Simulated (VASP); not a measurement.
An input for Ansatz (written as the equivalent of a VASP run, and not itself run):

Ansatz 0.2 input:
```yaml
crystal:
  lattice:
    - [0.0000000, 2.0177178, 2.0177178]
    - [2.0177178, 0.0000000, 2.0177178]
    - [2.0177178, 2.0177178, 0.0000000]
  atoms:
    - { symbol: Al, position: [0.0000000, 0.0000000, 0.0000000] }
kpoints:
  mp_grid: { grid: [14, 14, 14] }
hamiltonian:
  xc: pbe
  pseudopotentials: { kind: paw }
scf:
  occupations: { method: methfessel_paxton, width: 0.1 }
  max_iter: 100
relax:
  max_steps: 40
  f_tol: 0.01
  cell: { p_target: 5 }
output: { forces: true, stress: true, eigenvalues: true }
```

Q: Write the VASP files for the same calculation (PBE).

A: One answer among several that fit: 
**POSCAR**
```
Al
1
   -0.0000000000     2.0177177769     2.0177177769
    2.0177177769    -0.0000000000     2.0177177769
    2.0177177769     2.0177177769     0.0000000000
Al
1
Direct
  0.0000000000   0.0000000000   0.0000000000
```

### INCAR
```
ISMEAR  =  1   ! Methfessel-Paxton
ALGO  =  Normal
LASPH  =  .TRUE.   ! aspherical one-centre terms
LREAL  =  .FALSE.   ! projection in real space or not
SYSTEM  =  Al
NSW  =  40
ISIF  =  3
NELM  =  100
PSTRESS  =  50
ENCUT  =  480   ! plane-wave cut-off (eV)
LCHARG  =  .FALSE.
PREC  =  Accurate
EDIFF  =  1E-7   ! SCF stop (eV)
EDIFFG  =  -0.01   ! ionic stop
SIGMA  =  0.1   ! width (eV)
IBRION  =  2
GGA  =  PE   ! PBE
LWAVE  =  .FALSE.
```

**KPOINTS**
```
Automatic mesh
0
Gamma
14 14 14
0 0 0
```

POTCAR, in this order: Al (PBE.64 set). Program: vasp_std.

What does not carry over: each code has its own PAW files, so the cut-off isn't converted (ENCUT is set for VASP's; basis.ecutwfc is left out, and Ansatz then takes the one that its files recommend); Ansatz stops its SCF on the density residual and VASP on the energy change (EDIFF).

The compound is Al in the fcc structure. This run relaxes it under an external pressure of 5 GPa. Symmetry was kept, so distortions that lower it aren't found.
